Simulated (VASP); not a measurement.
# LaZnSbO: gap against volume and shear

Aim: follow the gap and pressure of LaZnSbO through compression, expansion and shear. All runs use LDA. Left out of this account: at least 1 further run (fields: a reference on another mesh). The start is a computed cell from the Materials Project.

Program: VASP 6.6.1. Level of theory: LDA; plane waves and PAW (La, Zn, Sb, O). Results are calculated unless marked as measured.

This is a report of a sequence of runs, with most program output left out.

## Step 1: The starting structure

It takes space group P4/nmm (No. 129, tetragonal). The conventional cell has a = 4.246 Å, b = 4.246 Å, c = 9.666 Å, α = 90.00°, β = 90.00°, γ = 90.00°. Nearest to La lie 4 O at 2.42 Å. Nearest to Zn lie 4 Sb at 2.75 Å and 4 Zn at 3.00 Å. Nearest to Sb lie 4 Zn at 2.75 Å. O has 4 La at 2.42 Å nearest. Farther neighbours and most contacts between anions are not listed.

Structure file:

```cif
data_structure
_symmetry_space_group_name_H-M 'P 1'
_symmetry_Int_Tables_number 1
_cell_length_a 4.2463
_cell_length_b 4.2463
_cell_length_c 9.6661
_cell_angle_alpha 90.000
_cell_angle_beta 90.000
_cell_angle_gamma 90.000
_cell_volume 174.29
loop_
_atom_site_label
_atom_site_type_symbol
_atom_site_fract_x
_atom_site_fract_y
_atom_site_fract_z
_atom_site_occupancy
La1 La 0.00000 0.50000 0.88069 1
La2 La 0.50000 0.00000 0.11931 1
Zn3 Zn 0.00000 0.00000 0.50000 1
Zn4 Zn 0.50000 0.50000 0.50000 1
Sb5 Sb 0.50000 0.00000 0.68015 1
Sb6 Sb 0.00000 0.50000 0.31985 1
O7 O 0.50000 0.50000 0.00000 1
O8 O 0.00000 0.00000 0.00000 1
```

## Step 2: Bands, cell as listed

Levels along the symmetry lines show where the bands peak and cross; KPOINTS_OPT computes them in the converged potential. LDA, the lowest rung, knows the local density alone.

The input, INCAR:

```
SYSTEM = LaZnSbO
PREC = Accurate
ENCUT = 520
EDIFF = 1E-06
NELM = 100
ISMEAR = -1
SIGMA = 0.05
LREAL = .FALSE.
ALGO = Normal
GGA = CA
NBANDS = 54
LASPH = .TRUE.
LORBIT = 11
LWAVE = .FALSE.
LCHARG = .FALSE.
KPAR = 8
```

The input, POSCAR:

```
LaZnSbO
1.0
    4.2462950000      0.0000000000      0.0000000000
    0.0000000000      4.2462950000      0.0000000000
    0.0000000000      0.0000000000      9.6660950000
La Zn Sb O
2 2 2 2
Direct
    0.0000000000      0.5000000000      0.8806920000
    0.5000000000      0.0000000000      0.1193080000
    0.0000000000      0.0000000000      0.5000000000
    0.5000000000      0.5000000000      0.5000000000
    0.5000000000      0.0000000000      0.6801500000
    0.0000000000      0.5000000000      0.3198500000
    0.5000000000      0.5000000000      0.0000000000
    0.0000000000      0.0000000000      0.0000000000
```

The input, KPOINTS:

```
Automatic mesh
0
Gamma
7 7 3
0 0 0
```

The input, KPOINTS_OPT:

```
Line mode
12
Line-mode
Reciprocal
  0.00000000   0.00000000   0.00000000 GAMMA
  0.00000000   0.50000000   0.00000000 X

  0.00000000   0.50000000   0.00000000 X
  0.50000000   0.50000000   0.00000000 M

  0.50000000   0.50000000   0.00000000 M
  0.00000000   0.00000000   0.00000000 GAMMA

  0.00000000   0.00000000   0.00000000 GAMMA
  0.00000000   0.00000000   0.50000000 Z

  0.00000000   0.00000000   0.50000000 Z
  0.00000000   0.50000000   0.50000000 R

  0.00000000   0.50000000   0.50000000 R
  0.50000000   0.50000000   0.50000000 A

  0.50000000   0.50000000   0.50000000 A
  0.00000000   0.00000000   0.50000000 Z

  0.00000000   0.50000000   0.00000000 X
  0.00000000   0.50000000   0.50000000 R

  0.50000000   0.50000000   0.00000000 M
  0.50000000   0.50000000   0.50000000 A
```

Potentials, in the order of the species: La, Zn, Sb and O (LDA family, release 64).

The run is started by

```
> mpirun -np 8 vasp_std
```

Run time: 98 s. Hardware: 8 MPI ranks of Intel Xeon 6975P-C (Granite Rapids), shared host; peak memory 3.7 GiB; 11 min of CPU time.

The k-mesh is coarse for a metal. Spin-orbit coupling is off here; it can split and shift levels that hold much weight on La and Sb by tenths of an eV or more. At this level the cell is under a tension of 5.8 GPa, so at these settings it is away from equilibrium. The electron count would fill whole bands, but the bands touch or overlap. That can be a semimetal, a small gap that the functional closes or, with several bands partly filled, an ordinary metal.

Numbers from this step:

```yaml
scf_cycles: 15
electrons: 68
bands: 54
irreducible_k_points: 20
symmetry_operations: 16
free_energy_toten: -50.0983 eV
energy_at_zero_smearing: -50.0956 eV
fermi_energy: 6.627 eV
pressure: -5.828 GPa
metallic_judged_on_the_points_sampled: yes
```

Electronic bands along the path, in eV, zero at the Fermi level; # counts the bands kept in this run:

| point | #19 | #20 | #21 | #22 | #23 | #24 | #25 | #26 |
| --- | --- | --- | --- | --- | --- | --- | --- | --- |
| Γ | -1.94 | -0.82 | -0.15 | -0.03 | -0.03 | 1.17 | 1.49 | 1.62 |
| 0.55 of the way | -1.93 | -1.49 | -1.36 | -0.15 | 0.95 | 1.38 | 1.68 | 1.82 |
| X | -2.07 | -2.07 | -0.70 | -0.70 | 1.38 | 1.38 | 1.53 | 1.53 |
| 0.55 of the way | -2.69 | -2.69 | -2.05 | -2.05 | 0.95 | 0.95 | 1.25 | 1.25 |
| M | -3.10 | -3.10 | -2.75 | -2.75 | 0.68 | 0.68 | 0.94 | 0.94 |
| 0.55 of the way | -3.04 | -1.78 | -1.52 | -1.46 | 1.32 | 1.56 | 1.56 | 1.80 |
| Γ | -1.94 | -0.82 | -0.15 | -0.03 | -0.03 | 1.17 | 1.49 | 1.62 |
| 0.45 of the way | -1.91 | -1.19 | -0.10 | -0.08 | -0.08 | 1.19 | 1.28 | 1.62 |
| Z | -1.87 | -1.72 | -0.15 | -0.15 | -0.04 | 1.08 | 1.26 | 1.62 |
| 0.45 of the way | -1.51 | -1.48 | -1.35 | -0.27 | 0.85 | 1.36 | 1.54 | 1.76 |
| R | -1.81 | -1.81 | -0.67 | -0.67 | 1.15 | 1.15 | 1.62 | 1.62 |
| 0.45 of the way | -2.42 | -2.42 | -2.10 | -2.10 | 1.17 | 1.17 | 1.52 | 1.52 |
| A | -3.12 | -3.12 | -2.66 | -2.66 | 0.77 | 0.77 | 1.31 | 1.31 |
| 0.55 of the way | -3.17 | -1.82 | -1.31 | -1.22 | 1.35 | 1.40 | 1.41 | 1.80 |
| Z | -1.87 | -1.72 | -0.15 | -0.15 | -0.04 | 1.08 | 1.26 | 1.62 |
| jump to X | -2.07 | -2.07 | -0.70 | -0.70 | 1.38 | 1.38 | 1.53 | 1.53 |
| 0.45 of the way | -1.96 | -1.96 | -0.69 | -0.69 | 1.29 | 1.29 | 1.56 | 1.56 |
| R | -1.81 | -1.81 | -0.67 | -0.67 | 1.15 | 1.15 | 1.62 | 1.62 |
| jump to M | -3.10 | -3.10 | -2.75 | -2.75 | 0.68 | 0.68 | 0.94 | 0.94 |
| 0.45 of the way | -3.11 | -3.11 | -2.71 | -2.71 | 0.71 | 0.71 | 1.07 | 1.07 |
| A | -3.12 | -3.12 | -2.66 | -2.66 | 0.77 | 0.77 | 1.31 | 1.31 |

Of the projections kept (La, Zn, Sb, O), the largest for each band there, as a share of the weight inside these atoms' spheres; weight between the spheres isn't counted:

| point | #19 | #20 | #21 | #22 | #23 | #24 | #25 | #26 |
| --- | --- | --- | --- | --- | --- | --- | --- | --- |
| Γ | Sb 0.56 | Sb 0.54 | Zn 0.84 | Sb 0.70 | Sb 0.70 | La 0.41 | La 0.91 | La 1.00 |
| X | Sb 0.57 | Sb 0.57 | Sb 0.63 | Sb 0.63 | La 0.65 | La 0.65 | La 0.78 | La 0.78 |
| M | Sb 0.56 | Sb 0.56 | Sb 0.49 | Sb 0.49 | La 0.48 | La 0.48 | La 0.57 | La 0.57 |
| Γ | Sb 0.56 | Sb 0.54 | Zn 0.84 | Sb 0.70 | Sb 0.70 | La 0.41 | La 0.91 | La 1.00 |
| Z | Sb 0.52 | Sb 0.64 | Sb 0.71 | Sb 0.71 | Zn 0.88 | La 0.90 | La 0.53 | La 1.00 |
| R | Sb 0.57 | Sb 0.57 | Sb 0.62 | Sb 0.62 | La 0.57 | La 0.57 | La 0.83 | La 0.83 |

Force by atom:

| atom | x (eV/Å) | y (eV/Å) | z (eV/Å) | size |
| --- | --- | --- | --- | --- |
| La1 | 0.000 | 0.000 | 0.403 | 0.403 |
| La2 | 0.000 | 0.000 | -0.403 | 0.403 |
| Zn3 | 0.000 | 0.000 | 0.000 | 0.000 |
| Zn4 | 0.000 | 0.000 | 0.000 | 0.000 |
| Sb5 | 0.000 | 0.000 | -0.317 | 0.317 |
| Sb6 | 0.000 | 0.000 | 0.317 | 0.317 |
| O7 | 0.000 | 0.000 | 0.000 | 0.000 |
| O8 | 0.000 | 0.000 | 0.000 | 0.000 |

There is no gap at this level; the bands overlap by 0.06 eV. Semilocal levels underestimate gaps, so a small one may be lost here.

## Step 3: Bands, volume times 1.04

The cell is expanded evenly, with fractional positions held.

INCAR is that of step 2.

POSCAR, as its differences from that of step 2:

```diff
@@ -2,5 +2,5 @@
 1.0
-    4.2462950000      0.0000000000      0.0000000000
-    0.0000000000      4.2462950000      0.0000000000
-    0.0000000000      0.0000000000      9.6660950000
+    4.3021737106      0.0000000000      0.0000000000
+    0.0000000000      4.3021737106      0.0000000000
+    0.0000000000      0.0000000000      9.7932950475
 La Zn Sb O
```

KPOINTS is that of step 2.

KPOINTS_OPT is that of step 2.

The run is started by

```
> mpirun -np 8 vasp_std
```

Wall time 84 s (8 MPI ranks); peak memory 3.9 GiB; 11 min of CPU time.

This step gave:

```
free energy (TOTEN)     : -49.79 eV
energy at zero smearing : -49.79 eV
Fermi energy            : 6.202 eV
pressure                : -8.342 GPa
```

Electronic bands along the path, in eV, zero at the Fermi level; # counts the bands kept in this run:

| point | #19 | #20 | #21 | #22 | #23 | #24 | #25 | #26 |
| --- | --- | --- | --- | --- | --- | --- | --- | --- |
| Γ | -1.83 | -0.78 | -0.16 | -0.03 | -0.03 | 1.17 | 1.45 | 1.56 |
| 0.55 of the way | -1.85 | -1.39 | -1.29 | -0.14 | 0.91 | 1.34 | 1.60 | 1.73 |
| X | -1.97 | -1.97 | -0.65 | -0.65 | 1.32 | 1.32 | 1.49 | 1.49 |
| 0.55 of the way | -2.56 | -2.56 | -1.95 | -1.95 | 0.95 | 0.95 | 1.26 | 1.26 |
| M | -2.94 | -2.94 | -2.61 | -2.61 | 0.67 | 0.67 | 0.96 | 0.96 |
| 0.55 of the way | -2.88 | -1.69 | -1.47 | -1.37 | 1.28 | 1.52 | 1.52 | 1.71 |
| Γ | -1.83 | -0.78 | -0.16 | -0.03 | -0.03 | 1.17 | 1.45 | 1.56 |
| 0.45 of the way | -1.80 | -1.14 | -0.12 | -0.08 | -0.08 | 1.19 | 1.27 | 1.57 |
| Z | -1.76 | -1.64 | -0.15 | -0.15 | -0.07 | 1.10 | 1.26 | 1.57 |
| 0.45 of the way | -1.42 | -1.41 | -1.28 | -0.25 | 0.80 | 1.33 | 1.49 | 1.69 |
| R | -1.73 | -1.73 | -0.62 | -0.62 | 1.09 | 1.09 | 1.56 | 1.56 |
| 0.45 of the way | -2.31 | -2.31 | -1.99 | -1.99 | 1.13 | 1.13 | 1.51 | 1.51 |
| A | -2.97 | -2.97 | -2.53 | -2.53 | 0.76 | 0.76 | 1.30 | 1.30 |
| 0.45 of the way | -3.12 | -2.06 | -1.50 | -1.41 | 1.21 | 1.23 | 1.28 | 1.74 |
| Z | -1.76 | -1.64 | -0.15 | -0.15 | -0.07 | 1.10 | 1.26 | 1.57 |
| jump to X | -1.97 | -1.97 | -0.65 | -0.65 | 1.32 | 1.32 | 1.49 | 1.49 |
| 0.55 of the way | -1.84 | -1.84 | -0.63 | -0.63 | 1.20 | 1.20 | 1.53 | 1.53 |
| R | -1.73 | -1.73 | -0.62 | -0.62 | 1.09 | 1.09 | 1.56 | 1.56 |
| jump to M | -2.94 | -2.94 | -2.61 | -2.61 | 0.67 | 0.67 | 0.96 | 0.96 |
| 0.55 of the way | -2.96 | -2.96 | -2.56 | -2.56 | 0.72 | 0.72 | 1.13 | 1.13 |
| A | -2.97 | -2.97 | -2.53 | -2.53 | 0.76 | 0.76 | 1.30 | 1.30 |

Of the projections kept (La, Zn, Sb, O), the largest for each band there, as a share of the weight inside these atoms' spheres; weight between the spheres isn't counted:

| point | #19 | #20 | #21 | #22 | #23 | #24 | #25 | #26 |
| --- | --- | --- | --- | --- | --- | --- | --- | --- |
| Γ | Sb 0.58 | Sb 0.54 | Zn 0.86 | Sb 0.70 | Sb 0.70 | La 0.44 | La 0.93 | La 0.64 |
| X | Sb 0.57 | Sb 0.57 | Sb 0.63 | Sb 0.63 | La 0.60 | La 0.60 | La 0.84 | La 0.84 |
| M | Sb 0.55 | Sb 0.55 | Sb 0.50 | Sb 0.50 | La 0.48 | La 0.48 | La 0.59 | La 0.59 |
| Γ | Sb 0.58 | Sb 0.54 | Zn 0.86 | Sb 0.70 | Sb 0.70 | La 0.44 | La 0.93 | La 0.64 |
| Z | Sb 0.53 | Sb 0.64 | Sb 0.72 | Sb 0.72 | Zn 0.89 | La 0.92 | La 0.57 | La 1.00 |
| R | Sb 0.58 | Sb 0.58 | Sb 0.63 | Sb 0.63 | La 0.55 | La 0.55 | La 0.86 | La 0.86 |

Force by atom:

| atom | x (eV/Å) | y (eV/Å) | z (eV/Å) | size |
| --- | --- | --- | --- | --- |
| La1 | 0.000 | 0.000 | 0.802 | 0.802 |
| La2 | 0.000 | 0.000 | -0.802 | 0.802 |
| Zn3 | 0.000 | 0.000 | 0.000 | 0.000 |
| Zn4 | 0.000 | 0.000 | 0.000 | 0.000 |
| Sb5 | 0.000 | 0.000 | -0.480 | 0.480 |
| Sb6 | 0.000 | 0.000 | 0.480 | 0.480 |
| O7 | 0.000 | 0.000 | 0.000 | 0.000 |
| O8 | 0.000 | 0.000 | 0.000 | 0.000 |

There is no gap at this level; the bands overlap by 0.07 eV. Semilocal levels underestimate gaps, so a small one may be lost here. The pressure is -8.34 GPa.

## Step 4: Bands, volume times 1.08

INCAR is that of step 3.

POSCAR, as its differences from that of step 3:

```diff
@@ -2,5 +2,5 @@
 1.0
-    4.3021737106      0.0000000000      0.0000000000
-    0.0000000000      4.3021737106      0.0000000000
-    0.0000000000      0.0000000000      9.7932950475
+    4.3566373875      0.0000000000      0.0000000000
+    0.0000000000      4.3566373875      0.0000000000
+    0.0000000000      0.0000000000      9.9172739690
 La Zn Sb O
```

KPOINTS is that of step 3.

KPOINTS_OPT is that of step 3.

The run is started by

```
> mpirun -np 8 vasp_std
```

Elapsed: 84 s, on 8 MPI ranks; peak memory 4 GiB; 11 min of CPU time.

Numbers from this step:

```
free energy (TOTEN)     : -49.38 eV
energy at zero smearing : -49.38 eV
Fermi energy            : 5.811 eV
pressure                : -10.32 GPa
```

Electronic bands along the path, in eV, zero at the Fermi level; # counts the bands kept in this run:

| point | #19 | #20 | #21 | #22 | #23 | #24 | #25 | #26 |
| --- | --- | --- | --- | --- | --- | --- | --- | --- |
| Γ | -1.72 | -0.74 | -0.18 | -0.03 | -0.03 | 1.17 | 1.41 | 1.41 |
| 0.45 of the way | -1.57 | -1.43 | -1.07 | -0.09 | 0.74 | 1.33 | 1.51 | 1.62 |
| X | -1.89 | -1.89 | -0.60 | -0.60 | 1.25 | 1.25 | 1.45 | 1.45 |
| 0.55 of the way | -2.44 | -2.44 | -1.87 | -1.87 | 0.93 | 0.93 | 1.26 | 1.26 |
| M | -2.79 | -2.79 | -2.48 | -2.48 | 0.67 | 0.67 | 0.98 | 0.98 |
| 0.55 of the way | -2.74 | -1.60 | -1.42 | -1.30 | 1.23 | 1.46 | 1.46 | 1.63 |
| Γ | -1.72 | -0.74 | -0.18 | -0.03 | -0.03 | 1.17 | 1.41 | 1.41 |
| 0.55 of the way | -1.69 | -1.21 | -0.13 | -0.09 | -0.09 | 1.20 | 1.21 | 1.51 |
| Z | -1.66 | -1.57 | -0.14 | -0.14 | -0.10 | 1.10 | 1.25 | 1.51 |
| 0.45 of the way | -1.35 | -1.34 | -1.22 | -0.23 | 0.75 | 1.29 | 1.43 | 1.60 |
| R | -1.65 | -1.65 | -0.58 | -0.58 | 1.03 | 1.03 | 1.50 | 1.50 |
| 0.55 of the way | -2.49 | -2.49 | -1.99 | -1.99 | 1.05 | 1.05 | 1.43 | 1.43 |
| A | -2.83 | -2.83 | -2.40 | -2.40 | 0.74 | 0.74 | 1.28 | 1.28 |
| 0.45 of the way | -2.98 | -1.96 | -1.44 | -1.34 | 1.17 | 1.19 | 1.27 | 1.64 |
| Z | -1.66 | -1.57 | -0.14 | -0.14 | -0.10 | 1.10 | 1.25 | 1.51 |
| jump to X | -1.89 | -1.89 | -0.60 | -0.60 | 1.25 | 1.25 | 1.45 | 1.45 |
| 0.45 of the way | -1.79 | -1.79 | -0.59 | -0.59 | 1.16 | 1.16 | 1.47 | 1.47 |
| R | -1.65 | -1.65 | -0.58 | -0.58 | 1.03 | 1.03 | 1.50 | 1.50 |
| jump to M | -2.79 | -2.79 | -2.48 | -2.48 | 0.67 | 0.67 | 0.98 | 0.98 |
| 0.45 of the way | -2.81 | -2.81 | -2.45 | -2.45 | 0.70 | 0.70 | 1.09 | 1.09 |
| A | -2.83 | -2.83 | -2.40 | -2.40 | 0.74 | 0.74 | 1.28 | 1.28 |

Of the projections kept (La, Zn, Sb, O), the largest for each band there, as a share of the weight inside these atoms' spheres; weight between the spheres isn't counted:

| point | #19 | #20 | #21 | #22 | #23 | #24 | #25 | #26 |
| --- | --- | --- | --- | --- | --- | --- | --- | --- |
| Γ | Sb 0.59 | Sb 0.55 | Zn 0.87 | Sb 0.71 | Sb 0.71 | La 0.48 | La 0.94 | La 0.59 |
| X | Sb 0.58 | Sb 0.58 | Sb 0.64 | Sb 0.64 | La 0.58 | La 0.58 | La 0.88 | La 0.88 |
| M | Sb 0.55 | Sb 0.55 | Sb 0.51 | Sb 0.51 | La 0.47 | La 0.47 | La 0.61 | La 0.61 |
| Γ | Sb 0.59 | Sb 0.55 | Zn 0.87 | Sb 0.71 | Sb 0.71 | La 0.48 | La 0.94 | La 0.59 |
| Z | Sb 0.54 | Sb 0.65 | Sb 0.72 | Sb 0.72 | Zn 0.90 | La 0.93 | La 0.62 | La 1.00 |
| R | Sb 0.58 | Sb 0.58 | Sb 0.64 | Sb 0.64 | La 0.53 | La 0.53 | La 0.89 | La 0.89 |

Force by atom:

| atom | x (eV/Å) | y (eV/Å) | z (eV/Å) | size |
| --- | --- | --- | --- | --- |
| La1 | 0.00 | 0.00 | 1.15 | 1.15 |
| La2 | 0.00 | 0.00 | -1.15 | 1.15 |
| Zn3 | 0.00 | 0.00 | 0.00 | 0.00 |
| Zn4 | 0.00 | 0.00 | 0.00 | 0.00 |
| Sb5 | 0.00 | 0.00 | -0.62 | 0.62 |
| Sb6 | 0.00 | 0.00 | 0.62 | 0.62 |
| O7 | 0.00 | 0.00 | 0.00 | 0.00 |
| O8 | 0.00 | 0.00 | 0.00 | 0.00 |

There is no gap at this level; the bands overlap by 0.08 eV. Semilocal levels underestimate gaps, so a small one may be lost here. The pressure is -10.32 GPa.

## Step 5: Bands, sheared, principal strains -4.2, +1.5, +2.9 %

The first cell is sheared at its own volume, which lowers its symmetry.

INCAR is that of step 4.

POSCAR, as its differences from that of step 4:

```diff
@@ -2,5 +2,5 @@
 1.0
-    4.3566373875      0.0000000000      0.0000000000
-    0.0000000000      4.3566373875      0.0000000000
-    0.0000000000      0.0000000000      9.9172739690
+    4.3528360000     -0.0425150000      0.0536320000
+   -0.0425150000      4.2234040000      0.1092860000
+    0.1220870000      0.2487730000      9.4895500000
 La Zn Sb O
```

KPOINTS is that of step 4.

The input, KPOINTS_OPT:

```
Line mode
12
Line-mode
Reciprocal
  0.00000000   0.50000000   0.00000000 X
  0.00000000   0.00000000   0.00000000 GAMMA

  0.00000000   0.00000000   0.00000000 GAMMA
 -0.50000000   0.00000000   0.00000000 Y

 -0.50000000   0.50000000   0.00000000 L
  0.00000000   0.00000000   0.00000000 GAMMA

  0.00000000   0.00000000   0.00000000 GAMMA
  0.50000000   0.00000000   0.50000000 Z

  0.50000000   0.50000000   0.50000000 N
  0.00000000   0.00000000   0.00000000 GAMMA

  0.00000000   0.00000000   0.00000000 GAMMA
  0.00000000   0.00000000   0.50000000 M

  0.00000000   0.50000000   0.50000000 R
  0.00000000   0.00000000   0.00000000 GAMMA
```

The run is started by

```
> mpirun -np 8 vasp_std
```

The job ended after 99 s (8 MPI ranks; peak memory 8.3 GiB).

The path and its labels are those of the sheared lattice, so a letter need not mean the same point as in the unstrained cell.

Numbers from this step:

```yaml
irreducible_k_points: 74
symmetry_operations: 2
free_energy_toten: -49.97 eV
energy_at_zero_smearing: -49.97 eV
fermi_energy: 6.630 eV
pressure: -5.778 GPa
metallic_judged_on_the_points_sampled: no
least_gap_on_mesh_and_path: 0.1077 eV
least_direct_gap_on_mesh_and_path: 0.2358 eV
valence_top_at_k: 0.1429, 0, 0
conduction_bottom_at_k: 0, 0.04545, 0.04545
least_direct_gap_at_k: 0, 0.04545, 0.04545
```

Electronic bands along the path, in eV, zero at the valence-band top; v1 is the highest filled band, c1 the lowest empty one:

| point | v4 | v3 | v2 | v1 | c1 | c2 | c3 | c4 |
| --- | --- | --- | --- | --- | --- | --- | --- | --- |
| X | -2.07 | -1.71 | -0.89 | -0.77 | 1.19 | 1.42 | 1.52 | 1.61 |
| 0.45 of the way | -1.82 | -1.66 | -1.12 | -0.27 | 0.71 | 1.49 | 1.71 | 1.87 |
| Γ | -1.79 | -0.60 | -0.36 | -0.12 | 0.20 | 1.17 | 1.53 | 1.66 |
| 0.45 of the way | -1.67 | -1.50 | -1.01 | -0.04 | 0.96 | 1.56 | 1.77 | 1.82 |
| Y | -2.01 | -1.84 | -0.65 | -0.61 | 1.47 | 1.55 | 1.63 | 1.64 |
| jump to L | -3.00 | -2.98 | -2.62 | -2.56 | 0.65 | 0.78 | 1.04 | 1.32 |
| 0.55 of the way | -2.97 | -1.69 | -1.49 | -1.26 | 1.40 | 1.62 | 1.74 | 1.87 |
| Γ | -1.79 | -0.60 | -0.36 | -0.12 | 0.20 | 1.17 | 1.53 | 1.66 |
| 0.45 of the way | -1.67 | -1.45 | -0.92 | -0.11 | 0.98 | 1.50 | 1.73 | 1.82 |
| Z | -1.68 | -1.52 | -0.63 | -0.58 | 1.22 | 1.37 | 1.70 | 1.72 |
| jump to N | -3.06 | -3.03 | -2.55 | -2.44 | 0.87 | 0.91 | 1.44 | 1.68 |
| 0.45 of the way | -3.13 | -2.10 | -1.52 | -1.38 | 1.15 | 1.36 | 1.69 | 1.84 |
| Γ | -1.79 | -0.60 | -0.36 | -0.12 | 0.20 | 1.17 | 1.53 | 1.66 |
| 0.55 of the way | -1.75 | -1.09 | -0.37 | -0.17 | 0.17 | 1.21 | 1.33 | 1.66 |
| M | -1.71 | -1.51 | -0.39 | -0.20 | 0.17 | 1.17 | 1.29 | 1.66 |
| jump to R | -1.76 | -1.45 | -0.87 | -0.72 | 0.96 | 1.36 | 1.56 | 1.60 |
| 0.45 of the way | -1.77 | -1.60 | -0.96 | -0.36 | 0.73 | 1.49 | 1.64 | 1.83 |
| Γ | -1.79 | -0.60 | -0.36 | -0.12 | 0.20 | 1.17 | 1.53 | 1.66 |

Of the projections kept (La, Zn, Sb, O), the largest for each band there, as a share of the weight inside these atoms' spheres; weight between the spheres isn't counted:

| point | v4 | v3 | v2 | v1 | c1 | c2 | c3 | c4 |
| --- | --- | --- | --- | --- | --- | --- | --- | --- |
| X | Sb 0.57 | Sb 0.56 | Sb 0.62 | Sb 0.62 | Zn 0.37 | La 0.48 | La 0.90 | La 0.86 |
| Γ | Sb 0.56 | Sb 0.51 | Zn 0.67 | Sb 0.62 | Sb 0.58 | La 0.42 | La 0.83 | La 1.00 |
| Y | Sb 0.57 | Sb 0.57 | Sb 0.62 | Sb 0.62 | La 0.67 | La 0.79 | La 0.76 | La 0.69 |
| L | Sb 0.44 | Sb 0.52 | Sb 0.49 | Sb 0.49 | La 0.50 | La 0.50 | La 0.57 | La 0.64 |
| Γ | Sb 0.56 | Sb 0.51 | Zn 0.67 | Sb 0.62 | Sb 0.58 | La 0.42 | La 0.83 | La 1.00 |
| Z | Sb 0.57 | Sb 0.56 | Sb 0.62 | Sb 0.62 | La 0.58 | La 0.64 | La 0.82 | La 0.83 |

Force by atom:

| atom | x (eV/Å) | y (eV/Å) | z (eV/Å) | size |
| --- | --- | --- | --- | --- |
| La1 | 0.158 | 0.342 | 0.402 | 0.551 |
| La2 | -0.158 | -0.342 | -0.402 | 0.551 |
| Zn3 | 0.063 | -0.214 | 0.072 | 0.234 |
| Zn4 | -0.063 | 0.214 | -0.072 | 0.234 |
| Sb5 | 0.003 | -0.082 | -0.202 | 0.219 |
| Sb6 | -0.003 | 0.082 | 0.202 | 0.219 |
| O7 | 0.047 | -0.035 | -0.007 | 0.059 |
| O8 | -0.047 | 0.035 | 0.007 | 0.059 |

The gap is 0.11 eV, indirect. So small a gap away from the labelled points may be a crossing that the sampling misses. The path differs from that of the listed cell and a band edge lies off the zone's corner points, so the two gaps may rest on unlike samples. The pressure is -5.78 GPa, and the symmetry operations fall from 16 to 2.

(Continued in part 2 of 2.)

[Lines on the potential files, build, host, timing and source positions are cut from VASP's logs without a mark.]

[Logs are printed without paths, hosts, clocks, repeated set-up lines and the standing remarks that a program may print on its own settings, such as how far it seeks lower states.]

[Hosts, paths, dates, database ids (printed as entryN), source tags and the programs' standing remarks are cut or masked in the printed files.]

[A measured line is paired with the nearest computed mode of its activity, which favours agreement.]

[In band tables of VASP the shares of atoms and orbitals are scaled to a sum of 1 inside the atoms' spheres.]
